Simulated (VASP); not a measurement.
Computed with TPSS meta-GGA, VASP's PBE PAW potentials (set 64) (plane waves; VASP 6.6.1).

VASP ran on this input.

### KPOINTS
```
Automatic mesh
0
gamma
 11 11 6
0 0 0
```

### INCAR
```
ALGO = Normal
EDIFF = 1E-6
EDIFFG = -0.01
ENCUT = 520
IBRION = 2
ISIF = 3
ISMEAR = 1
LASPH = T
LCHARG = F
LMAXMIX = 6
LMIXTAU = T
LREAL = F
LWAVE = F
METAGGA = TPSS
NELM = 100
NSW = 60
PREC = Accurate
SIGMA = 0.1
SYSTEM = Tb
```

**POSCAR**
```
Tb
1
    1.8000000000    -3.1176910000     0.0000000000
    1.8000000000     3.1176910000     0.0000000000
    0.0000000000     0.0000000000     5.6900000000
Tb
2
Direct
  0.3333330000   0.6666670000   0.2500000000
  0.6666670000   0.3333330000   0.7500000000
```

POTCAR, in this order: Tb_3 (PBE.64 set). Program: vasp_std.

The resulting files:

### OSZICAR
```
       N       E                     dE             d eps       ncg     rms          rms(c)
DAV:   1     0.513943385201E+02    0.51394E+02   -0.10438E+04  1664   0.149E+03
DAV:   2    -0.974314391251E+01   -0.61137E+02   -0.60012E+02  1764   0.323E+02
DAV:   3    -0.126969431559E+02   -0.29538E+01   -0.28019E+01  2374   0.407E+01
DAV:   4    -0.127832802047E+02   -0.86337E-01   -0.83362E-01  2107   0.662E+00
DAV:   5    -0.127863410490E+02   -0.30608E-02   -0.30588E-02  2557   0.105E+00    0.274E+01
DAV:   6     0.524637459294E+02    0.65250E+02   -0.55716E+03  1672   0.469E+04    0.177E+01
DAV:   7     0.499157913937E+03    0.44669E+03   -0.10474E+02  1747   0.606E+03    0.396E+00
DAV:   8    -0.173402497688E+02   -0.51650E+03   -0.13749E+01  1664   0.473E+01    0.413E+00
DAV:   9    -0.173632395186E+02   -0.22990E-01   -0.51142E-02  2080   0.213E+00    0.393E+00
DAV:  10    -0.173655176706E+02   -0.22782E-02   -0.89432E-04  2022   0.262E-01    0.383E+00
DAV:  11    -0.164787528900E+02    0.88676E+00   -0.24383E+02  1664   0.538E+03    0.975E-01
DAV:  12    -0.173217697075E+02   -0.84302E+00   -0.61353E-01  1664   0.101E+01    0.118E+00
DAV:  13    -0.164602285548E+02    0.86154E+00   -0.23839E+02  1664   0.547E+03    0.138E+00
DAV:  14    -0.173057407244E+02   -0.84551E+00   -0.52072E-01  1664   0.947E+00    0.114E+00
DAV:  15    -0.173258957502E+02   -0.20155E-01   -0.24589E-02  1724   0.109E+00    0.364E-01
DAV:  16    -0.173261694840E+02   -0.27373E-03   -0.67559E-04  2024   0.223E-01    0.339E-01
DAV:  17    -0.173224171709E+02    0.37523E-02   -0.71833E-03  1664   0.564E-01    0.547E-01
DAV:  18    -0.173237415352E+02   -0.13244E-02   -0.90892E-04  2044   0.241E-01    0.643E-01
DAV:  19    -0.163298691557E+02    0.99387E+00   -0.28724E+02  1664   0.633E+03    0.409E-01
DAV:  20    -0.173245561331E+02   -0.99469E+00   -0.50083E-01  1664   0.944E+00    0.302E-01
DAV:  21    -0.173246803664E+02   -0.12423E-03   -0.27604E-04  1884   0.194E-01    0.275E-01
DAV:  22    -0.162814441861E+02    0.10432E+01   -0.29704E+02  1664   0.657E+03    0.278E-01
DAV:  23    -0.173245917154E+02   -0.10431E+01   -0.49902E-01  1664   0.942E+00    0.173E-01
DAV:  24    -0.173247481116E+02   -0.15640E-03   -0.27115E-04  1794   0.214E-01    0.190E-01
DAV:  25    -0.173247356596E+02    0.12452E-04   -0.11320E-05  2012   0.347E-02    0.159E-01
DAV:  26    -0.173246784496E+02    0.57210E-04   -0.49330E-05  1684   0.654E-02    0.335E-02
DAV:  27    -0.173247354601E+02   -0.57011E-04   -0.16095E-05  1704   0.460E-02    0.236E-02
DAV:  28    -0.173247218813E+02    0.13579E-04   -0.20087E-06  1738   0.140E-02    0.214E-02
DAV:  29    -0.173247347735E+02   -0.12892E-04   -0.31156E-06  1694   0.215E-02    0.165E-02
DAV:  30    -0.173247333652E+02    0.14083E-05   -0.81998E-07   887   0.933E-03    0.593E-03
DAV:  31    -0.173247334409E+02   -0.75743E-07   -0.34118E-07   877   0.575E-03
   1 F= -.17324733E+02 E0= -.17324915E+02  d E =-.173247E+02
       N       E                     dE             d eps       ncg     rms          rms(c)
DAV:   1    -0.173436040309E+02   -0.18871E-01   -0.44280E-01  1664   0.530E+00    0.802E-01
DAV:   2    -0.173322221864E+02    0.11382E-01   -0.23578E-02  1724   0.133E+00    0.365E-01
DAV:   3    -0.173271515952E+02    0.50706E-02   -0.11120E-02  1749   0.817E-01    0.123E-01
DAV:   4    -0.173270643758E+02    0.87219E-04   -0.11555E-03  2027   0.282E-01    0.905E-02
DAV:   5    -0.173269002674E+02    0.16411E-03   -0.20305E-04  1694   0.144E-01    0.312E-02
DAV:   6    -0.173271171708E+02   -0.21690E-03   -0.14440E-04  1669   0.104E-01    0.733E-03
DAV:   7    -0.173270998668E+02    0.17304E-04   -0.37412E-05  1694   0.541E-02    0.112E-02
DAV:   8    -0.173271273167E+02   -0.27450E-04   -0.13610E-05  1684   0.330E-02    0.198E-03
DAV:   9    -0.173271283746E+02   -0.10579E-05   -0.34174E-07   922   0.579E-03    0.155E-03
DAV:  10    -0.173271286376E+02   -0.26299E-06   -0.42521E-08   832   0.192E-03
   2 F= -.17327129E+02 E0= -.17327184E+02  d E =-.239520E-02
       N       E                     dE             d eps       ncg     rms          rms(c)
DAV:   1    -0.173271412814E+02   -0.12907E-04   -0.28650E-04  1664   0.135E-01    0.204E-02
DAV:   2    -0.173271343127E+02    0.69687E-05   -0.15445E-05  1729   0.339E-02    0.927E-03
DAV:   3    -0.173271314488E+02    0.28639E-05   -0.70005E-06  1739   0.204E-02    0.308E-03
DAV:   4    -0.173271310249E+02    0.42392E-06   -0.65865E-07   832   0.737E-03
   3 F= -.17327131E+02 E0= -.17327189E+02  d E =-.239758E-02
       N       E                     dE             d eps       ncg     rms          rms(c)
DAV:   1    -0.173283288366E+02   -0.11974E-02   -0.42822E-02  1674   0.155E+00    0.142E-01
DAV:   2    -0.173276970450E+02    0.63179E-03   -0.90534E-04  1914   0.260E-01    0.913E-02
DAV:   3    -0.173275026267E+02    0.19442E-03   -0.33541E-04  1915   0.145E-01    0.549E-02
DAV:   4    -0.173274751458E+02    0.27481E-04   -0.62418E-05  2125   0.633E-02    0.227E-02
DAV:   5    -0.173274548271E+02    0.20319E-04   -0.48772E-05  1664   0.800E-02    0.106E-02
DAV:   6    -0.173274845497E+02   -0.29723E-04   -0.23564E-05  1664   0.497E-02    0.436E-03
DAV:   7    -0.173274877539E+02   -0.32042E-05   -0.20281E-06  1670   0.118E-02    0.159E-03
DAV:   8    -0.173274879105E+02   -0.15662E-06   -0.14769E-07   832   0.298E-03
   4 F= -.17327488E+02 E0= -.17327537E+02  d E =-.356886E-03
       N       E                     dE             d eps       ncg     rms          rms(c)
DAV:   1    -0.173290849521E+02   -0.15972E-02   -0.72776E-02  1674   0.203E+00    0.183E-01
DAV:   2    -0.173280182667E+02    0.10667E-02   -0.15323E-03  1914   0.339E-01    0.122E-01
DAV:   3    -0.173276909671E+02    0.32730E-03   -0.56650E-04  1915   0.189E-01    0.724E-02
DAV:   4    -0.173276445257E+02    0.46441E-04   -0.10677E-04  2138   0.833E-02    0.285E-02
DAV:   5    -0.173276147675E+02    0.29758E-04   -0.80589E-05  1664   0.103E-01    0.138E-02
DAV:   6    -0.173276615630E+02   -0.46795E-04   -0.36969E-05  1664   0.620E-02    0.538E-03
DAV:   7    -0.173276662988E+02   -0.47358E-05   -0.30675E-06  1699   0.143E-02    0.185E-03
DAV:   8    -0.173276665839E+02   -0.28506E-06   -0.23582E-07   837   0.376E-03
   5 F= -.17327667E+02 E0= -.17327763E+02  d E =-.535559E-03
```

**OUTCAR**
```
------------------------ aborting loop because EDIFF is reached ----------------------------------------
  FORCE on cell =-STRESS in cart. coord.  units (eV):
  Direction    XX          YY          ZZ          XY          YZ          ZX
  --------------------------------------------------------------------------------------
  Total        0.0041123      0.0041123     -0.0009081      0.0000000     -0.0000000      0.0000000
  in kB        0.1043702      0.1043701     -0.0230484      0.0000000     -0.0000000      0.0000000
  external PRESSURE =       0.0618973 kB  Pullay stress =       0.0000000 kB
  volume of cell :       63.13
      direct lattice vectors                 reciprocal lattice vectors
     1.803008315 -3.122901552 -0.000000000     0.277314306 -0.160107513 -0.000000000
     1.803008315  3.122901552 -0.000000000     0.277314306  0.160107513 -0.000000000
     0.000000000 -0.000000000  5.605680297     0.000000000  0.000000000  0.178390480
 POSITION                                       TOTAL-FORCE (eV/Angst)
 -----------------------------------------------------------------------------------
      1.80301      1.04097      1.40142        -0.000000     -0.000000      0.000000
      1.80301     -1.04097      4.20426         0.000000      0.000000      0.000000
 -----------------------------------------------------------------------------------
    total drift:                                0.000004      0.000109     -0.000010
  FREE ENERGIE OF THE ION-ELECTRON SYSTEM (eV)
  ---------------------------------------------------
  free  energy   TOTEN  =       -17.3276665839 eV

  energy  without entropy=      -17.3279551216  energy(sigma->0) =      -17.32776276

 reached required accuracy - stopping structural energy minimisation
```
(Selected blocks of OUTCAR.)

File CONTCAR:
```
Tb
   1.00000000000000
     1.8030083149235554   -3.1229015520545897   -0.0000000000000000
     1.8030083149235554    3.1229015520545897   -0.0000000000000000
     0.0000000000000000   -0.0000000000000000    5.6056802969012658
  Tb
     2
Direct
     0.3333330000000032    0.6666669999999968    0.2500000000000000
     0.6666669999999968    0.3333330000000032    0.7500000000000000
```

The 4f electrons are frozen in the core of the lanthanide potential, so 4f levels, which can set the real gap, and their magnetism are missing.

The compound is Tb in the hcp structure. This run relaxes it. Symmetry was kept, so distortions that lower it aren't found.
